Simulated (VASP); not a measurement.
Output of a VASP run:

### OUTCAR
```
 ion  position               nearest neighbor table
   1  0.000  0.000  0.000-   2 4.05   3 4.05   4 4.05   7 4.05  10 4.05  18 4.05
   2  0.000  0.000  0.333-   1 4.05   5 4.05   8 4.05  11 4.05  19 4.05   3 4.05
   3  0.000  0.000  0.667-   1 4.05   6 4.05   9 4.05  12 4.05  20 4.05   2 4.05
   4  0.000  0.333  0.000-   1 4.05   5 4.05   6 4.05  13 4.05  21 4.05   7 4.05
   5  0.000  0.333  0.333-   2 4.05   4 4.05  22 4.05   8 4.05   6 4.05
   6  0.000  0.333  0.667-   3 4.05   4 4.05  14 4.05  23 4.05   5 4.05   9 4.05
   7  0.000  0.667  0.000-   1 4.05   8 4.05   9 4.05  15 4.05  24 4.05   4 4.05
   8  0.000  0.667  0.333-   2 4.05   7 4.05  16 4.05  25 4.05   5 4.05   9 4.05
   9  0.000  0.667  0.667-   3 4.05   7 4.05  17 4.05  26 4.05   6 4.05   8 4.05
  10  0.333  0.000  0.000-   1 4.05  11 4.05  12 4.05  13 4.05  15 4.05  18 4.05
  11  0.333  0.000  0.333-   2 4.05  10 4.05  16 4.05  12 4.05  19 4.05
  12  0.333  0.000  0.667-   3 4.05  10 4.05  14 4.05  17 4.05  11 4.05  20 4.05
  13  0.333  0.333  0.000-   4 4.05  10 4.05  14 4.05  15 4.05  21 4.05
  14  0.333  0.333  0.667-   6 4.05  12 4.05  13 4.05  17 4.05  23 4.05
  15  0.333  0.667  0.000-   7 4.05  10 4.05  16 4.05  17 4.05  13 4.05  24 4.05
  16  0.333  0.667  0.333-   8 4.05  11 4.05  15 4.05  17 4.05  25 4.05
  17  0.333  0.667  0.667-   9 4.05  12 4.05  15 4.05  14 4.05  16 4.05  26 4.05
  18  0.667  0.000  0.000-   1 4.05  19 4.05  20 4.05  21 4.05  24 4.05  10 4.05
  19  0.667  0.000  0.333-   2 4.05  18 4.05  22 4.05  25 4.05  11 4.05  20 4.05
  20  0.667  0.000  0.667-   3 4.05  18 4.05  23 4.05  26 4.05  12 4.05  19 4.05
  21  0.667  0.333  0.000-   4 4.05  18 4.05  22 4.05  23 4.05  13 4.05  24 4.05
  22  0.667  0.333  0.333-   5 4.05  19 4.05  21 4.05  23 4.05  25 4.05
  23  0.667  0.333  0.667-   6 4.05  20 4.05  21 4.05  14 4.05  22 4.05  26 4.05
  24  0.667  0.667  0.000-   7 4.05  18 4.05  25 4.05  26 4.05  15 4.05  21 4.05
  25  0.667  0.667  0.333-   8 4.05  19 4.05  24 4.05  22 4.05  16 4.05  26 4.05
  26  0.667  0.667  0.667-   9 4.05  20 4.05  24 4.05  23 4.05  17 4.05  25 4.05
  27  0.167  0.167  0.167-
  28  0.167  0.167  0.500-
  29  0.167  0.167  0.833-
  30  0.167  0.500  0.167-
  31  0.167  0.500  0.500-
  32  0.167  0.500  0.833-
  33  0.167  0.833  0.167-
  34  0.167  0.833  0.500-
  35  0.167  0.833  0.833-
  36  0.500  0.167  0.167-
  37  0.500  0.167  0.500-
  38  0.500  0.167  0.833-
  39  0.500  0.500  0.167-
  40  0.336  0.335  0.329-
  41  0.500  0.500  0.500-
  42  0.500  0.500  0.833-
  43  0.500  0.833  0.167-
  44  0.500  0.833  0.500-
  45  0.500  0.833  0.833-
  46  0.833  0.167  0.167-
  47  0.833  0.167  0.500-
  48  0.833  0.167  0.833-
  49  0.833  0.500  0.167-
  50  0.833  0.500  0.500-
  51  0.833  0.500  0.833-
  52  0.833  0.833  0.167-
  53  0.833  0.833  0.500-
  54  0.833  0.833  0.833-
 Subroutine IBZKPT returns following result:
 Found      1 irreducible k-points:

 Following reciprocal coordinates:
            Coordinates               Weight
  0.000000  0.000000  0.000000      1.000000
   k-points           NKPTS =      1   k-points in BZ     NKDIM =      1   number of bands    NBANDS=    320
   number of dos      NEDOS =    301   number of ions     NIONS =     54
   total plane-waves  NPLWV = 216000
   dimension x,y,z NGX =    60 NGY =   60 NGZ =   60
   dimension x,y,z NGXF=   120 NGYF=  120 NGZF=  120
   ions per type =              26  28
   PREC   = normal    normal or accurate (medium, high low for compatibility)
   ISTART =      0    job   : 0-new  1-cont  2-samecut
   ICHARG =      2    charge: 1-file 2-atom 10-const
   ISPIN  =      1    spin polarized calculation?
   LNONCOLLINEAR =      F non collinear calculations
   LSORBIT =      F    spin-orbit coupling
   INIWAV =      1    electr: 0-lowe 1-rand  2-diag
   ENCUT  =  400.0 eV  29.40 Ry    5.42 a.u.  19.81 19.81 19.81*2*pi/ulx,y,z
   NELM   =    100;   NELMIN=  4; NELMDL= -5     # of ELM steps
   EDIFF  = 0.1E-04   stopping-criterion for ELM
   LREAL  =      T    real-space projection
   NLSPLINE    = F    spline interpolate recip. space projectors
   LMAXMIX     =    4 max onsite mixed and CHGCAR
...
```

File OSZICAR:
```
...
RMM:   4    -0.145907141938E+03   -0.17219E-03   -0.19441E-03   660   0.915E-02    0.704E-02
RMM:   5    -0.145907176745E+03   -0.34808E-04   -0.51594E-04   641   0.462E-02    0.514E-02
RMM:   6    -0.145907185113E+03   -0.83678E-05   -0.12109E-04   585   0.220E-02    0.306E-02
RMM:   7    -0.145907189000E+03   -0.38864E-05   -0.51645E-05   560   0.137E-02
  25 F= -.14590719E+03 E0= -.14586863E+03  d E =-.298456E-02
       N       E                     dE             d eps       ncg     rms          rms(c)
DAV:   1    -0.145906828292E+03    0.35682E-03   -0.11332E+00   648   0.141E+00    0.123E-01
RMM:   2    -0.145907870262E+03   -0.10420E-02   -0.10655E-02   640   0.230E-01    0.305E-02
RMM:   3    -0.145908047612E+03   -0.17735E-03   -0.17743E-03   640   0.955E-02    0.292E-02
RMM:   4    -0.145908077416E+03   -0.29804E-04   -0.35024E-04   643   0.388E-02    0.279E-02
RMM:   5    -0.145908083729E+03   -0.63130E-05   -0.90498E-05   524   0.194E-02
  26 F= -.14590808E+03 E0= -.14586952E+03  d E =-.387929E-02
       N       E                     dE             d eps       ncg     rms          rms(c)
DAV:   1    -0.145908108504E+03   -0.31088E-04   -0.22423E-01   672   0.623E-01    0.416E-02
RMM:   2    -0.145908315768E+03   -0.20726E-03   -0.21053E-03   640   0.103E-01    0.145E-02
RMM:   3    -0.145908350285E+03   -0.34516E-04   -0.35303E-04   636   0.425E-02    0.163E-02
RMM:   4    -0.145908356731E+03   -0.64459E-05   -0.69379E-05   511   0.173E-02
  27 F= -.14590836E+03 E0= -.14586980E+03  d E =-.415229E-02
       N       E                     dE             d eps       ncg     rms          rms(c)
DAV:   1    -0.145905435816E+03    0.29145E-02   -0.49822E+00   640   0.292E+00    0.220E-01
RMM:   2    -0.145909875221E+03   -0.44394E-02   -0.44929E-02   640   0.473E-01    0.553E-02
RMM:   3    -0.145910621717E+03   -0.74650E-03   -0.75374E-03   640   0.196E-01    0.580E-02
RMM:   4    -0.145910759867E+03   -0.13815E-03   -0.14858E-03   664   0.791E-02    0.613E-02
RMM:   5    -0.145910787201E+03   -0.27334E-04   -0.38023E-04   619   0.395E-02    0.460E-02
RMM:   6    -0.145910794608E+03   -0.74074E-05   -0.95428E-05   564   0.194E-02
  28 F= -.14591079E+03 E0= -.14587224E+03  d E =-.243788E-02
       N       E                     dE             d eps       ncg     rms          rms(c)
DAV:   1    -0.145910818548E+03   -0.31347E-04   -0.18492E-03   680   0.550E-02    0.107E-02
RMM:   2    -0.145910819914E+03   -0.13658E-05   -0.17954E-05   351   0.933E-03    0.642E-03
RMM:   3    -0.145910820225E+03   -0.31107E-06   -0.33418E-06   326   0.371E-03    0.502E-03
RMM:   4    -0.145910820080E+03    0.14440E-06   -0.70203E-07   200   0.190E-03
  29 F= -.14591082E+03 E0= -.14587226E+03  d E =-.246335E-02
       N       E                     dE             d eps       ncg     rms          rms(c)
DAV:   1    -0.145910103340E+03    0.71688E-03   -0.15426E+00   640   0.163E+00    0.128E-01
RMM:   2    -0.145911477771E+03   -0.13744E-02   -0.13918E-02   640   0.265E-01    0.318E-02
RMM:   3    -0.145911708103E+03   -0.23033E-03   -0.23175E-03   640   0.109E-01    0.339E-02
RMM:   4    -0.145911746658E+03   -0.38555E-04   -0.44579E-04   651   0.441E-02    0.324E-02
RMM:   5    -0.145911755926E+03   -0.92683E-05   -0.12272E-04   534   0.225E-02    0.246E-02
RMM:   6    -0.145911758185E+03   -0.22586E-05   -0.29598E-05   447   0.108E-02
  30 F= -.14591176E+03 E0= -.14587320E+03  d E =-.938104E-03
```

OUTCAR:
```
------------------------ aborting loop because EDIFF is reached ----------------------------------------
  FORCE on cell =-STRESS in cart. coord.  units (eV):
  Direction    XX          YY          ZZ          XY          YZ          ZX
  --------------------------------------------------------------------------------------
  Total       -1.4507798     -1.4951416     -1.3672403      0.0364122     -0.0336857     -0.0260545
  in kB       -1.2959402     -1.3355674     -1.2213168      0.0325260     -0.0300905     -0.0232738
  external PRESSURE =      -1.2842748 kB  Pullay stress =       0.0000000 kB
  volume of cell :     1793.61
      direct lattice vectors                 reciprocal lattice vectors
    12.149983951  0.000000000  0.000000000     0.082304635  0.000000000  0.000000000
     0.000000000 12.149983951  0.000000000     0.000000000  0.082304635  0.000000000
     0.000000000  0.000000000 12.149983951     0.000000000  0.000000000  0.082304635
 POSITION                                       TOTAL-FORCE (eV/Angst)
 -----------------------------------------------------------------------------------
      0.00661      0.02178      0.03754         0.002501     -0.001850      0.004641
     12.14516     12.12923      4.08242        -0.001077     -0.000340     -0.001796
      0.00004      0.00161      8.09994         0.001185     -0.002472      0.001281
     12.12712      4.06174      0.02375        -0.023717     -0.004401     -0.009000
      0.16971      4.04972      4.06357        -0.002558     -0.007924     -0.003927
     12.13072      4.03518      8.13732         0.005993      0.005202      0.002864
      0.00227      8.09996      0.03887         0.002286     -0.000908      0.010620
     12.14966      8.11172      4.08682        -0.002409      0.014355     -0.002461
     12.14017      8.06663      8.12649        -0.003532     -0.002887     -0.004644
      4.04747     12.14772     12.10983         0.002940      0.005695     -0.012212
      4.05248      0.17280      4.02955        -0.000081      0.004809      0.001952
      4.01934     12.12487      8.10015         0.000573      0.001821      0.000831
      4.07156      4.06098      0.24069        -0.003605     -0.001655      0.018049
      4.04944      4.03859      7.93136         0.003355     -0.000110      0.004478
      4.04939      8.14188     12.10694        -0.000126     -0.002918     -0.005495
      4.06304      7.85996      4.02476        -0.002117     -0.007879     -0.000131
      4.01143      8.10208      8.10277        -0.001691      0.003856     -0.007281
      8.09863      0.00138      0.00197         0.001092     -0.000262      0.000328
      8.13368     12.13808      4.07344         0.001914      0.002683      0.002616
      8.06220      0.00626      8.11070        -0.005985     -0.008598     -0.021885
      8.12391      4.04543     12.10652        -0.004119     -0.009065      0.006238
      7.85219      4.05382      4.02536        -0.002257     -0.015662      0.020629
      8.12134      4.05250      8.06689        -0.013696      0.000018      0.006905
      8.08336      8.08657      0.03142         0.005323      0.000522     -0.007157
      8.14340      8.14095      4.05085         0.003509     -0.003835      0.006675
      8.05995      8.09588      8.09624         0.000409     -0.004132     -0.001056
      1.93615      1.93373      1.93330         0.000402     -0.000188      0.000735
      1.93377      1.93231      6.16565         0.002004      0.000854     -0.001106
      2.02274      2.02158     10.12188        -0.001538     -0.001766     -0.001612
      1.93507      6.17441      1.92760        -0.002493      0.002291     -0.001847
      1.93041      6.17096      6.16598        -0.001404      0.002451      0.002748
      2.02291      6.07982     10.12045        -0.002370      0.003872     -0.000150
      2.02464     10.12989      2.00321         0.001988      0.001577     -0.002509
      2.01641     10.12865      6.07876         0.004124      0.002471     -0.002315
      2.02644     10.12443     10.12189        -0.000605      0.002794     -0.003364
      6.17833      1.92976      1.92368         0.004327     -0.006493     -0.002047
      6.17304      1.93067      6.16353         0.002319      0.001059     -0.000421
      6.07857      2.02243     10.12049         0.003078     -0.001602     -0.001834
      6.18090      6.17935      1.92289         0.001780      0.000976      0.001463
      4.08030      4.07488      4.01516        -0.002245      0.001367      0.000869
      6.17030      6.17083      6.16091         0.004127      0.003271      0.005075
      6.07953      6.08040     10.12106         0.001926      0.000915     -0.001904
      6.10075     10.12964      1.99995        -0.000731      0.002228      0.002209
      6.10161     10.12316      6.07697        -0.004118      0.004961      0.000776
      6.07518     10.12565     10.12087         0.001893      0.002471     -0.003461
     10.13742      2.02275      2.00528         0.003486     -0.003182     -0.000272
     10.14095      2.00550      6.08072         0.002030     -0.000876      0.000491
     10.12453      2.02687     10.12324         0.001769     -0.000327     -0.003995
     10.13460      6.09703      2.00148         0.001891      0.009210     -0.002104
     10.12607      6.07870      6.07442         0.002262     -0.003686     -0.001315
     10.12521      6.07537     10.12226         0.001700      0.002556     -0.003735
     10.13582     10.13232      2.00589         0.007321      0.005450      0.002943
     10.12729     10.12306      6.07177         0.002172      0.001282      0.004374
     10.12440     10.12462     10.12232         0.000800      0.002001      0.001244
 -----------------------------------------------------------------------------------
    total drift:                               -0.100822     -0.132951      0.174152
...
```
(Selected blocks of OUTCAR.)

### POSCAR
```
Tl26Br28
1
   12.1499839509     0.0000000000     0.0000000000
    0.0000000000    12.1499839509     0.0000000000
    0.0000000000     0.0000000000    12.1499839509
Tl Br
26 28
Direct
  0.0000000000   0.0000000000   0.0000000000
  0.0000000000   0.0000000000   0.3333330000
  0.0000000000   0.0000000000   0.6666670000
  0.0000000000   0.3333330000   0.0000000000
  0.0000000000   0.3333330000   0.3333330000
  0.0000000000   0.3333330000   0.6666670000
  0.0000000000   0.6666670000   0.0000000000
  0.0000000000   0.6666670000   0.3333330000
  0.0000000000   0.6666670000   0.6666670000
  0.3333330000   0.0000000000   0.0000000000
  0.3333330000   0.0000000000   0.3333330000
  0.3333330000   0.0000000000   0.6666670000
  0.3333330000   0.3333330000   0.0000000000
  0.3333330000   0.3333330000   0.6666670000
  0.3333330000   0.6666670000   0.0000000000
  0.3333330000   0.6666670000   0.3333330000
  0.3333330000   0.6666670000   0.6666670000
  0.6666670000   0.0000000000   0.0000000000
  0.6666670000   0.0000000000   0.3333330000
  0.6666670000   0.0000000000   0.6666670000
  0.6666670000   0.3333330000   0.0000000000
  0.6666670000   0.3333330000   0.3333330000
  0.6666670000   0.3333330000   0.6666670000
  0.6666670000   0.6666670000   0.0000000000
  0.6666670000   0.6666670000   0.3333330000
  0.6666670000   0.6666670000   0.6666670000
  0.1666670000   0.1666670000   0.1666670000
  0.1666670000   0.1666670000   0.5000000000
  0.1666670000   0.1666670000   0.8333330000
  0.1666670000   0.5000000000   0.1666670000
  0.1666670000   0.5000000000   0.5000000000
  0.1666670000   0.5000000000   0.8333330000
  0.1666670000   0.8333330000   0.1666670000
  0.1666670000   0.8333330000   0.5000000000
  0.1666670000   0.8333330000   0.8333330000
  0.5000000000   0.1666670000   0.1666670000
  0.5000000000   0.1666670000   0.5000000000
  0.5000000000   0.1666670000   0.8333330000
  0.5000000000   0.5000000000   0.1666670000
  0.3360550000   0.3351040000   0.3294780000
  0.5000000000   0.5000000000   0.5000000000
  0.5000000000   0.5000000000   0.8333330000
  0.5000000000   0.8333330000   0.1666670000
  0.5000000000   0.8333330000   0.5000000000
  0.5000000000   0.8333330000   0.8333330000
  0.8333330000   0.1666670000   0.1666670000
  0.8333330000   0.1666670000   0.5000000000
  0.8333330000   0.1666670000   0.8333330000
  0.8333330000   0.5000000000   0.1666670000
  0.8333330000   0.5000000000   0.5000000000
  0.8333330000   0.5000000000   0.8333330000
  0.8333330000   0.8333330000   0.1666670000
  0.8333330000   0.8333330000   0.5000000000
  0.8333330000   0.8333330000   0.8333330000
```

Task: Write an INCAR and KPOINTS that could have produced this output.

Result: This is not unique; one that fits is the input of the run itself, PBE GGA, plane waves, VASP's PBE PAW potentials (set 64).

INCAR:
```
ALGO=Fast
EDIFF=1E-5
EDIFFG=-0.03
ENCUT=400
GGA=PE
IBRION=2
ISIF=2
ISMEAR=0
ISYM=0
LASPH=.True.
LCHARG=.False.
LMAXMIX=4
LREAL=Auto
LWAVE=.False.
NELM=100
NELMIN=4
NSW=60
PREC=Normal
SIGMA=0.05
SYSTEM=Tl26Br28
```

### KPOINTS
```
Automatic
0
Gamma
1 1 1
0 0 0
```

POTCAR, in this order: Tl_d Br (PBE.64 set). Program: vasp_gam.

The supercell is sampled at Γ alone, which is coarse: total energies, pressure and levels can be off, energies of defects by several tenths of an eV.

The cell is a supercell with a defect, built from a database entry that may be metastable or hypothetical: Br_Tl. The run is not spin-polarised, so no state with unpaired spins was tried.
